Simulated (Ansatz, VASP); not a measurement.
BeSiSb2: VASP beside Ansatz

```
Be Sb Si
1.0
     4.12185    0.00000    0.00000
     0.00000    4.12185    0.00000
     0.00000    0.00000    5.77921
Be Sb Si
1 2 1
Direct
  0.00000 0.00000 0.00000
  0.00000 0.50000 0.22621
  0.50000 0.00000 0.77379
  0.50000 0.50000 0.50000
```

Alike in both runs: task single point; functional LDA; k mesh 6 × 6 × 4; occupations fermi-dirac, width 0.02 eV; no spin polarisation.

```csv
,VASP,Ansatz
version,VASP 6.6.1,Ansatz 0.2.0
potentials or method,"VASP PAW LDA potentials, release 64 (Be, Sb, Si)","plane waves, PAW"
plane-wave cutoff (eV),520,420
valence electrons in the cell,16,36
```

Ansatz gave:

| Item | Value |
| --- | --- |
| pressure (GPa) | -2.5 |
| largest component of the traceless stress (GPa) | 0.06 |
| rms of the force components (eV/Å) | 0.058 |

What did VASP give for the same quantities?

Pressure (GPa): -2.1; largest component of the traceless stress (GPa): 0.09; rms of the force components (eV/Å): 0.073.

The two sets of potentials don't hold the same shells in valence.

The runs have no spin-orbit coupling, so splittings on Sb are missing.
